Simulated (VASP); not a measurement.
Calculation: HSE06 screened hybrid, VASP's PBE PAW potentials (set 64) (plane waves; VASP).

A VASP calculation is set up with these files.

**POSCAR**
```
B32N31Si
1
    7.2488848260     0.0000000000     0.0000000000
    0.0000000000     7.2488848260     0.0000000000
    0.0000000000     0.0000000000     7.2488848260
B N Si
32 31 1
Direct
  0.5000808187   0.9971258183   0.9972711902
  0.7523667614   0.2505255479   0.9979904849
  0.7523865665   0.9978471800   0.2506794784
  0.0007079973   0.9996816530   0.9998106090
  0.2477662997   0.2493557393   0.9971396260
  0.5012502068   0.5016684205   0.9979109161
  0.7504630870   0.7529554839   0.9965586943
  0.2478007984   0.9969951793   0.2495389665
  0.4785409304   0.2285776011   0.2287147757
  0.7676957882   0.5167089898   0.2269963376
  0.5012237191   0.9978059413   0.5017914558
  0.7676767017   0.2271091060   0.5168353544
  0.7503900691   0.9965541938   0.7529620126
  0.0037363737   0.4997440939   0.9964909369
  0.2504896852   0.7500466388   0.9997268025
  0.0016302879   0.2493534661   0.2494807790
  0.2483802005   0.5016258779   0.2504544343
  0.5002118509   0.7508833987   0.2494523955
  0.0036833595   0.9964006470   0.4998364041
  0.2483597833   0.2503166471   0.5018201937
  0.4772456817   0.5163459536   0.5165301737
  0.7509754661   0.7503832561   0.5001451899
  0.2504343517   0.9995561916   0.7501875045
  0.5001297307   0.2493699116   0.7510145178
  0.7510078774   0.5000405688   0.7505418892
  0.0029814007   0.7522625987   0.2494158487
  0.0012561828   0.5001844156   0.5002971644
  0.2473188083   0.7528271667   0.4997668319
  0.0029812952   0.2492958866   0.7524210884
  0.2472609016   0.4996362620   0.7530233991
  0.5001364857   0.7519924496   0.7521280630
  0.0003738172   0.7496379419   0.7496639236
  0.6258389509   0.1214564661   0.1216022609
  0.8834334499   0.3758256449   0.1164436756
  0.8833938558   0.1163869685   0.3759389509
  0.1259584679   0.1242957639   0.1244755270
  0.3716963539   0.3751727018   0.1212019470
  0.6266237003   0.6325674932   0.1165081971
  0.8764240197   0.8754144591   0.1239455932
  0.3717248012   0.1211185524   0.3753651656
  0.8814559868   0.6306408781   0.3738404273
  0.6265381489   0.1165472338   0.6326163219
  0.8815288882   0.3737721700   0.6308300298
  0.8763896849   0.1238220298   0.8755097292
  0.1260810866   0.6258026426   0.1238420758
  0.3751384660   0.8752058854   0.1244616260
  0.1251167157   0.3748323602   0.3749967263
  0.3671971807   0.6324040798   0.3757758106
  0.6256129640   0.8744387985   0.3750016121
  0.1260412555   0.1236950534   0.6259500657
  0.3671521238   0.3756506237   0.6325647377
  0.6246659893   0.6300960482   0.6302526222
  0.8762882973   0.8738785747   0.6256587469
  0.3750946728   0.1243038209   0.8753370163
  0.6256141740   0.3748890877   0.8745895099
  0.8763462888   0.6256227676   0.8739568394
  0.1262534778   0.8753391506   0.3752098604
  0.1247867583   0.6255601365   0.6256758504
  0.3746552189   0.8752030528   0.6258065422
  0.1262490957   0.3750180767   0.8754866843
  0.3746359465   0.6256781629   0.8753761522
  0.6258341373   0.8754129659   0.8754385004
  0.1256614598   0.8749323884   0.8750736773
  0.6295890983   0.3784107354   0.3784410768
```

**INCAR**
```
MAGMOM = 64*0.0156
NELM = 50
PREC = Normal
LORBIT = 10
HFSCREEN = 0.2   # 1/Angstrom
LASPH = .True.   # aspherical one-centre terms
PRECFOCK = Fast
ISYM = 0
SYSTEM = B32N31Si
LCHARG = .False.
LREAL = Auto   # projection in real space or not
ISIF = 0
ALGO = Normal   # blocked Davidson
ENCUT = 400   # plane-wave cut-off (eV)
ISMEAR = 0   # Gaussian
GGA = PE   # PBE
NELMIN = 4
LWAVE = .False.
AEXX = 0.25
ISPIN = 2
LHFCALC = .True.
EDIFF = 1E-5
SIGMA = 0.05   # width (eV)
NUPDOWN = 1
```

KPOINTS:
```
Automatic mesh
0
Gamma
1 1 1
0 0 0
```

POTCAR, in this order: B N Si (PBE.64 set). Program: vasp_gam. Read from the step before: WAVECAR.

The resulting files:

### OSZICAR
```
       N       E                     dE             d eps       ncg     rms          rms(c)
DAV:   1    -0.634353505278E+03   -0.63435E+03   -0.77773E+00   640   0.837E+00    0.419E+00
DAV:   2    -0.634394316259E+03   -0.40811E-01   -0.13220E-01   704   0.892E-01    0.275E+00
DAV:   3    -0.634375807381E+03    0.18509E-01   -0.12433E-02   744   0.319E-01    0.162E+00
DAV:   4    -0.634370834511E+03    0.49729E-02   -0.69995E-03   752   0.210E-01    0.927E-01
DAV:   5    -0.634369595689E+03    0.12388E-02   -0.12258E-03   744   0.907E-02    0.530E-01
DAV:   6    -0.634369178000E+03    0.41769E-03   -0.27186E-04   720   0.487E-02    0.301E-01
DAV:   7    -0.634369055924E+03    0.12208E-03   -0.94058E-05   704   0.291E-02    0.170E-01
DAV:   8    -0.634369020918E+03    0.35006E-04   -0.18869E-05   448   0.142E-02    0.986E-02
DAV:   9    -0.634369010477E+03    0.10442E-04   -0.71815E-06   424   0.921E-03    0.561E-02
DAV:  10    -0.634369007772E+03    0.27046E-05   -0.20239E-06   440   0.463E-03
   1 F= -.63436901E+03 E0= -.63436901E+03  d E =-.268192E-11  mag=     1.0000
```

**OUTCAR**
```
------------------------ aborting loop because EDIFF is reached ----------------------------------------
  volume of cell :      380.90
      direct lattice vectors                 reciprocal lattice vectors
     7.248884826  0.000000000  0.000000000     0.137952254  0.000000000  0.000000000
     0.000000000  7.248884826  0.000000000     0.000000000  0.137952254  0.000000000
     0.000000000  0.000000000  7.248884826     0.000000000  0.000000000  0.137952254
  FREE ENERGIE OF THE ION-ELECTRON SYSTEM (eV)
  ---------------------------------------------------
  free  energy   TOTEN  =      -634.3690077721 eV

  energy  without entropy=     -634.3690077721  energy(sigma->0) =     -634.36900777

  exchange ACFDT corr.  =         0.00000000  see jH, gK, PRB 81, 115126

 total charge

# of ion       s       p       d       tot
------------------------------------------
    1        0.681   1.361   0.000   2.042
    2        0.672   1.333   0.000   2.005
    3        0.672   1.333   0.000   2.005
    4        0.678   1.356   0.000   2.035
    5        0.682   1.363   0.000   2.045
    6        0.672   1.333   0.000   2.005
    7        0.686   1.385   0.000   2.071
    8        0.682   1.363   0.000   2.044
    9        0.714   1.437   0.000   2.151
   10        0.703   1.509   0.000   2.212
   11        0.672   1.333   0.000   2.005
   12        0.703   1.509   0.000   2.212
   13        0.686   1.385   0.000   2.071
   14        0.686   1.385   0.000   2.071
   15        0.678   1.356   0.000   2.034
   16        0.670   1.325   0.000   1.995
   17        0.672   1.333   0.000   2.005
   18        0.670   1.325   0.000   1.995
   19        0.686   1.385   0.000   2.071
   20        0.672   1.333   0.000   2.006
   21        0.703   1.507   0.000   2.210
   22        0.672   1.332   0.000   2.004
   23        0.678   1.356   0.000   2.034
   24        0.670   1.325   0.000   1.995
   25        0.672   1.332   0.000   2.004
   26        0.682   1.367   0.000   2.049
   27        0.672   1.332   0.000   2.004
   28        0.686   1.386   0.000   2.071
   29        0.682   1.367   0.000   2.049
   30        0.686   1.385   0.000   2.071
   31        0.682   1.364   0.000   2.046
   32        0.679   1.360   0.000   2.040
   33        1.229   2.705   0.000   3.934
   34        1.228   2.732   0.000   3.960
   35        1.228   2.732   0.000   3.960
   36        1.228   2.725   0.000   3.953
   37        1.229   2.708   0.000   3.937
   38        1.228   2.732   0.000   3.960
   39        1.228   2.726   0.000   3.953
   40        1.229   2.708   0.000   3.937
   41        1.228   2.708   0.000   3.936
   42        1.228   2.732   0.000   3.960
   43        1.228   2.708   0.000   3.936
   44        1.228   2.726   0.000   3.953
   45        1.228   2.726   0.000   3.954
   46        1.228   2.725   0.000   3.953
   47        1.226   2.721   0.000   3.947
   48        1.228   2.732   0.000   3.960
   49        1.226   2.721   0.000   3.947
   50        1.228   2.726   0.000   3.954
   51        1.228   2.732   0.000   3.961
   52        1.228   2.705   0.000   3.933
   53        1.227   2.724   0.000   3.951
   54        1.228   2.725   0.000   3.953
   55        1.226   2.721   0.000   3.947
   56        1.227   2.724   0.000   3.951
   57        1.235   2.755   0.000   3.990
   58        1.228   2.724   0.000   3.951
   59        1.228   2.726   0.000   3.953
   60        1.235   2.756   0.000   3.990
   61        1.228   2.726   0.000   3.953
   62        1.235   2.754   0.000   3.988
   63        1.228   2.721   0.000   3.949
   64        0.875   1.396   0.000   2.271
--------------------------------------------------
tot         60.757 129.738   0.000 190.496

 magnetization (x)

# of ion       s       p       d       tot
------------------------------------------
    1        0.002   0.010   0.000   0.012
    2       -0.000   0.000   0.000  -0.000
    3       -0.000   0.000   0.000  -0.000
    4       -0.000   0.000   0.000  -0.000
    5        0.002   0.010   0.000   0.012
    6       -0.000   0.000   0.000   0.000
    7        0.000  -0.000   0.000  -0.000
    8        0.002   0.010   0.000   0.012
    9        0.023   0.221   0.000   0.244
   10        0.001   0.014   0.000   0.015
   11       -0.000   0.000   0.000   0.000
   12        0.001   0.014   0.000   0.015
   13        0.000  -0.000   0.000  -0.000
   14        0.000  -0.000   0.000  -0.000
   15       -0.000   0.000   0.000  -0.000
   16        0.000   0.000   0.000   0.001
   17       -0.000   0.000   0.000  -0.000
   18        0.000   0.001   0.000   0.001
   19        0.000  -0.000   0.000  -0.000
   20       -0.000   0.000   0.000  -0.000
   21        0.002   0.020   0.000   0.022
...
```
(Selected blocks of OUTCAR.)

The supercell is sampled at Γ alone, which is coarse: total energies, pressure and levels can be off, energies of defects by several tenths of an eV.

The cell is a supercell with a defect, built from BN (zinc blende): Si_N. The cell's shape comes from a PBE relaxation.
